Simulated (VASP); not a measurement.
## PmTe: single point with LDA+U

PmTe:

```
Pm Te
1.0
     3.76291    0.00000    0.00000
     0.00000    3.76291    0.00000
     0.00000    0.00000    3.76291
Pm Te
1 1
Direct
  0.00000 0.00000 0.00000
  0.50000 0.50000 0.50000
```

The cell comes from a database or a generator and needn't be the stable form of this composition.

```
Program                : VASP 6.6.1
Task                   : single point
Functional             : LDA
Potentials or basis    : VASP PAW PBE potentials, release 64 (Pm, Te)
Cutoff                 : 520 eV
k mesh                 : 5 × 5 × 5
Occupations            : gaussian, width 0.05 eV
Spin                   : collinear spin, random start
Starting moments       : [-3.06, 0.0] μB
Hubbard terms          : Pm f U = 2 eV
Further INCAR settings : ALGO = Normal; EDIFF = 1e-06
```

The pressure is 3.3 GPa and the band gap on the k mesh is none (metal or under the smearing width). The net moment is -4.87 μB per cell. The site moments are Pm -4.57; Te +0.06 μB and the valence electrons inside the program's atomic spheres are Pm 12.47; Te 3.53.

Levels at points of the mesh, in eV from the Fermi level:
Spin up:
| k point | band 4 | band 5 | band 6 | band 7 | band 8 | band 9 | band 10 | band 11 | band 12 | band 13 |
| --- | --- | --- | --- | --- | --- | --- | --- | --- | --- | --- |
| (0.00, 0.00, 0.00) | -17.37 | -12.54 | -1.02 | -1.02 | -1.02 | -0.56 | -0.56 | 3.24 | 3.40 | 3.68 |
Spin down:
```csv
k point,band 9,band 10,band 11,band 12,band 13,band 14,band 15,band 16
"(0.00, 0.00, 0.00)",-1.14,-1.14,-0.10,-0.10,-0.10,0.07,0.07,0.07
```

Eigenvalues of the final occupation matrices:
```tsv
site	spin	trace	eigenvalues
site 1 f	1	0.02	0.00 0.00 0.00 0.00 0.00 0.00 0.01
site 1 f	2	4.49	0.03 0.55 0.55 0.55 0.93 0.93 0.93
```

It took 38 s on 1 thread of Intel(R) Xeon(R) Platinum 8375C CPU @ 2.90GHz (Ice Lake) (shared host), peak memory 0.16 GiB.

Caveat: the magnetic or orbital state may not be the lowest; the PAW data sets were made with another functional, which shifts forces and pressure a little; spin-orbit coupling is left out, which moves the levels of the heavy elements; the U is typed as a test and isn't derived for this compound. The state reached can hang on the start; a lower one may exist.
